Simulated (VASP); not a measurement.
Given:

```yaml
crystal:
  lattice:
    - [0.00000, 2.61646, 2.61646]
    - [2.61646, 0.00000, 2.61646]
    - [2.61646, 2.61646, 0.00000]
  atoms:
    - { symbol: Be, position: [0.00000, 0.00000, 0.00000] }
    - { symbol: Se, position: [0.25000, 0.25000, 0.25000] }
```

All values below come from HSE06 screened hybrid, VASP's PBE PAW potentials (set 64) (plane waves; VASP). Numerical set-up: 520 eV cut-off, 6×6×6 Γ-centred mesh, Gaussian smearing of 0.050 eV, potentials Be Se.

Problem. Predict the energy per atom (σ→0), pressure, band gap (on the k-mesh) with the smallest direct gap where there is one.

Solution. 
| Quantity | Value |
|---|---|
| band gap (on the k-mesh) | 3.60 eV |
| smallest direct gap (on the k-mesh) | 5.08 eV |
| energy per atom (σ→0) | -5061 meV/atom |
| pressure | -3.75 GPa |

Only differences to runs with the same potentials and settings are physical.

The compound is BeSe in the zinc blende structure. This cell is one point of a volume scan, at 1.03 of the reference volume. The cell's shape comes from a PBE relaxation.
